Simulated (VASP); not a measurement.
These are revPBE GGA, VASP's PBE PAW potentials (set 64) (plane waves; VASP 6.6.1) values and carry that method's errors.

VASP input:

File KPOINTS:
```
Regular mesh
0
Gamma
11 11 11
0 0 0
```

POSCAR:
```
AuZn
3.1781020
  0.9999999084   0.0000000000   0.0000000000
  0.0000000000   0.9999999084   0.0000000000
  0.0000000000   0.0000000000   0.9999999084
Zn Au
1 1
Direct
  0.5000000000   0.5000000000   0.5000000000
  0.0000000000   0.0000000000   0.0000000000
```

INCAR:
```
SYSTEM = AuZn
PREC = Accurate; ENCUT = 520; LREAL = .FALSE.
LASPH = .TRUE.
EDIFF = 1E-7; NELM = 100; ALGO = Normal
LMAXMIX = 6
ISMEAR = 1; SIGMA = 0.1
GGA = RE
ISIF = 2
LWAVE = .FALSE.; LCHARG = .FALSE.
```

POTCAR, in this order: Zn Au (PBE.64 set). Program: vasp_std.

The resulting files:

### OSZICAR
```
       N       E                     dE             d eps       ncg     rms          rms(c)
DAV:   1     0.127463482538E+03    0.12746E+03   -0.11823E+04  1720   0.197E+03
DAV:   2    -0.273236915678E+00   -0.12774E+03   -0.12406E+03  1785   0.346E+02
DAV:   3    -0.430844168027E+01   -0.40352E+01   -0.40133E+01  2016   0.707E+01
DAV:   4    -0.433306453374E+01   -0.24623E-01   -0.24621E-01  2009   0.486E+00
DAV:   5    -0.433334012776E+01   -0.27559E-03   -0.27559E-03  2037   0.515E-01    0.787E+00
DAV:   6    -0.397985495634E+01    0.35349E+00   -0.12378E+00  1764   0.132E+01    0.514E+00
DAV:   7    -0.395881826450E+01    0.21037E-01   -0.31927E-02  2260   0.408E+00    0.273E+00
DAV:   8    -0.395234646624E+01    0.64718E-02   -0.10033E-02  2027   0.120E+00    0.146E-01
DAV:   9    -0.395238625676E+01   -0.39791E-04   -0.37418E-04  1897   0.219E-01    0.772E-02
DAV:  10    -0.395240710908E+01   -0.20852E-04   -0.48497E-05  2073   0.141E-01    0.167E-02
DAV:  11    -0.395240710760E+01    0.14779E-08   -0.15227E-05  1995   0.101E-01    0.381E-03
DAV:  12    -0.395240704501E+01    0.62591E-07   -0.37601E-07  1954   0.140E-02
   1 F= -.39524070E+01 E0= -.39524551E+01  d E =0.144142E-03
```

### OUTCAR
```
------------------------ aborting loop because EDIFF is reached ----------------------------------------
  FORCE on cell =-STRESS in cart. coord.  units (eV):
  Direction    XX          YY          ZZ          XY          YZ          ZX
  --------------------------------------------------------------------------------------
  Total        0.7299293      0.7299293      0.7299293      0.0000000      0.0000000      0.0000000
  in kB       36.4324184     36.4324184     36.4324184      0.0000000      0.0000000      0.0000000
  external PRESSURE =      36.4324184 kB  Pullay stress =       0.0000000 kB
  volume of cell :       32.10
      direct lattice vectors                 reciprocal lattice vectors
     3.178101709  0.000000000  0.000000000     0.314653240  0.000000000  0.000000000
     0.000000000  3.178101709  0.000000000     0.000000000  0.314653240  0.000000000
     0.000000000  0.000000000  3.178101709     0.000000000  0.000000000  0.314653240
 POSITION                                       TOTAL-FORCE (eV/Angst)
 -----------------------------------------------------------------------------------
      1.58905      1.58905      1.58905         0.000000      0.000000      0.000000
      0.00000      0.00000      0.00000         0.000000      0.000000      0.000000
 -----------------------------------------------------------------------------------
    total drift:                                0.000000      0.000000     -0.000000
  FREE ENERGIE OF THE ION-ELECTRON SYSTEM (eV)
  ---------------------------------------------------
  free  energy   TOTEN  =        -3.9524070450 eV

  energy  without entropy=       -3.9525511868  energy(sigma->0) =       -3.95245509
```
(Selected blocks of OUTCAR.)

The compound is AuZn in the CsCl type structure. This cell is one point of a volume scan, at 0.97 of the reference volume. The electron count is odd and the run is not spin-polarised, which forces a metal.
